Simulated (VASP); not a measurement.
Output of a VASP run:

OSZICAR:
```
       N       E                     dE             d eps       ncg     rms          rms(c)
DAV:   1     0.115580906582E+03    0.11558E+03   -0.81868E+03   980   0.128E+03
DAV:   2    -0.111348923802E+02   -0.12672E+03   -0.12525E+03   986   0.368E+02
DAV:   3    -0.190746022293E+02   -0.79397E+01   -0.76764E+01  1512   0.732E+01
DAV:   4    -0.192253668551E+02   -0.15076E+00   -0.15067E+00  1464   0.111E+01
DAV:   5    -0.192279730042E+02   -0.26061E-02   -0.25652E-02  1368   0.141E+00    0.865E+00
DAV:   6    -0.182679132003E+02    0.96006E+00   -0.48769E+00  1612   0.255E+01    0.325E+00
DAV:   7    -0.182276953900E+02    0.40218E-01   -0.86576E-02  1252   0.266E+00    0.180E+00
DAV:   8    -0.182070725098E+02    0.20623E-01   -0.37024E-02  1460   0.180E+00    0.244E-01
DAV:   9    -0.182066237409E+02    0.44877E-03   -0.24021E-03  1252   0.465E-01    0.848E-02
DAV:  10    -0.182066131875E+02    0.10553E-04   -0.13792E-04  1478   0.123E-01    0.766E-02
DAV:  11    -0.182066357461E+02   -0.22559E-04   -0.20548E-05  1388   0.326E-02    0.394E-02
DAV:  12    -0.182066360368E+02   -0.29069E-06   -0.23676E-05  1534   0.553E-02    0.409E-03
DAV:  13    -0.182066402645E+02   -0.42278E-05   -0.84635E-07  1318   0.954E-03    0.283E-03
DAV:  14    -0.182066369016E+02    0.33629E-05   -0.24189E-07   964   0.538E-03    0.962E-04
DAV:  15    -0.182066377963E+02   -0.89476E-06   -0.30332E-08   724   0.309E-03    0.405E-04
DAV:  16    -0.182066379333E+02   -0.13694E-06   -0.87317E-09   694   0.112E-03    0.190E-04
DAV:  17    -0.182066381618E+02   -0.22857E-06   -0.54550E-09   658   0.135E-03    0.184E-04
DAV:  18    -0.182066381476E+02    0.14262E-07   -0.24172E-09   622   0.595E-04
   1 F= -.18206638E+02 E0= -.18206638E+02  d E =0.000000E+00
```

### OUTCAR
```
------------------------ aborting loop because EDIFF is reached ----------------------------------------
  FORCE on cell =-STRESS in cart. coord.  units (eV):
  Direction    XX          YY          ZZ          XY          YZ          ZX
  --------------------------------------------------------------------------------------
  Total        0.0430971      0.0430971      0.0430971     -0.0000000     -0.0000000     -0.0000000
  in kB        0.9765684      0.9765684      0.9765684     -0.0000000     -0.0000000     -0.0000000
  external PRESSURE =       0.9765684 kB  Pullay stress =       0.0000000 kB
  volume of cell :       70.71
      direct lattice vectors                 reciprocal lattice vectors
     4.135093091  0.000000000  0.000000000     0.241832524  0.000000000  0.000000000
     0.000000000  4.135093091  0.000000000     0.000000000  0.241832524  0.000000000
     0.000000000  0.000000000  4.135093091     0.000000000  0.000000000  0.241832524
 POSITION                                       TOTAL-FORCE (eV/Angst)
 -----------------------------------------------------------------------------------
      0.00000      0.00000      0.00000         0.000000      0.000000      0.000000
      0.00000      2.06755      2.06755         0.000000      0.000000      0.000000
      2.06755      0.00000      2.06755         0.000000      0.000000      0.000000
      2.06755      2.06755      0.00000         0.000000      0.000000      0.000000
 -----------------------------------------------------------------------------------
    total drift:                                0.000000      0.000000      0.000000
  FREE ENERGIE OF THE ION-ELECTRON SYSTEM (eV)
  ---------------------------------------------------
  free  energy   TOTEN  =       -18.2066381476 eV

  energy  without entropy=      -18.2066381476  energy(sigma->0) =      -18.20663815

 total charge

# of ion       s       p       d       tot
------------------------------------------
    1        2.179   6.131   1.244   9.554
    2        0.417   0.368   0.000   0.785
    3        0.417   0.368   0.000   0.785
    4        0.417   0.368   0.000   0.785
--------------------------------------------------
tot          3.430   7.234   1.244  11.907

 Electric field gradients after diagonalization (V/A^2)
 (convention: |V_zz| > |V_xx| > |V_yy|)
----------------------------------------------------------------------
 ion       V_xx      V_yy      V_zz     asymmetry (V_yy - V_xx)/ V_zz
----------------------------------------------------------------------
   1       0.000     0.000     0.000      -0.174
   2      -9.717    -9.717    19.434       0.000
   3      -9.717    -9.717    19.434       0.000
   4      -9.717    -9.717    19.434       0.000
```
(Selected blocks of OUTCAR.)

File POSCAR:
```
Al3Sc
1
    4.1350930907     0.0000000000     0.0000000000
    0.0000000000     4.1350930907     0.0000000000
    0.0000000000     0.0000000000     4.1350930907
Sc Al
1 3
Direct
  0.0000000000   0.0000000000   0.0000000000
  0.0000000000   0.5000000000   0.5000000000
  0.5000000000   0.0000000000   0.5000000000
  0.5000000000   0.5000000000   0.0000000000
```

### Question
Reconstruct the remaining input files.

### Answer
One answer among several that fit: the input of the run itself, RPBE GGA, plane waves, VASP's PBE PAW potentials (set 64).

File KPOINTS:
```
Automatic mesh
0
Gamma
8 8 8
0 0 0
```

### INCAR
```
SYSTEM = Al3Sc
PREC = Accurate
ENCUT = 520
EDIFF = 1E-7
NELM = 100
ALGO = Normal
LREAL = .FALSE.
LASPH = .TRUE.
ISMEAR = -5
GGA = RP
LMAXMIX = 4
LWAVE = .FALSE.
LCHARG = .TRUE.
LORBIT = 11
NEDOS = 601
ISIF = 2
LEFG = .TRUE.
```

POTCAR, in this order: Sc_sv Al (PBE.64 set). Program: vasp_std.

For a metal the tetrahedron method with Blöchl corrections gives inexact stress and forces.

The compound is Al3Sc in the L1_2 structure. It was relaxed first.
